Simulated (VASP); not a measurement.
Crystal: CaZr2N2.

```
Ca Zr N
1.0
     0.00000    4.23609    4.23609
     4.23609    0.00000    4.23609
     4.23609    4.23609    0.00000
Ca Zr N
2 4 4
Direct
  0.25000 0.25000 0.25000
  0.00000 0.00000 0.00000
  0.62500 0.62500 0.62500
  0.62500 0.62500 0.12500
  0.62500 0.12500 0.62500
  0.12500 0.62500 0.62500
  0.12500 0.12500 0.12500
  0.12500 0.12500 0.62500
  0.12500 0.62500 0.12500
  0.62500 0.12500 0.12500
```

The cell was built by a generator and needn't be a form met in nature.

- Program: VASP 6.6.1
- Task: relaxation of cell and atoms
- Functional: PBE
- Potentials or basis: VASP PAW PBE potentials, release 64 (Ca_sv, Zr_sv, N)
- Cutoff: 520 eV
- k mesh: 3 × 3 × 3
- Occupations: gaussian, width 0.15 eV
- Spin: no spin polarisation

At the start: pressure 28.3 GPa; volume 15.20 Å³/atom.

Task: How do energy, volume and symmetry change on relaxing?

Result: Over 3 steps the energy falls by 316.2 meV/atom and the volume is 19.45 Å³/atom (+27.9 %); space group Fd-3m (No. 227, to 0.05 Å).

Step by step:
```
step  energy change (eV)  largest force (eV/Å)  pressure (GPa)  volume (Å³)
   1              0.0000                0.0000           28.32       152.03
   2             -2.5507                0.0000           -7.40       219.15
   3             -3.1619                0.0000            0.05       194.51
```

Final structure:
```xyz
10
Lattice="0.0000 4.5987 4.5987 4.5987 0.0000 4.5987 4.5987 4.5987 0.0000" Properties=species:S:1:pos:R:3 pbc="T T T"
Ca    2.2994    2.2994    2.2994
Ca    0.0000    0.0000    0.0000
Zr    5.7484    5.7484    5.7484
Zr    3.4490    3.4490    5.7484
Zr    3.4490    5.7484    3.4490
Zr    5.7484    3.4490    3.4490
N     1.1497    1.1497    1.1497
N     3.4490    3.4490    1.1497
N     3.4490    1.1497    3.4490
N     1.1497    3.4490    3.4490
```

Caveat: the k mesh is coarse (spacing up to 0.43 Å⁻¹), so the values aren't converged; the volume moved by over 15 % at a fixed basis, so the end points are rough.
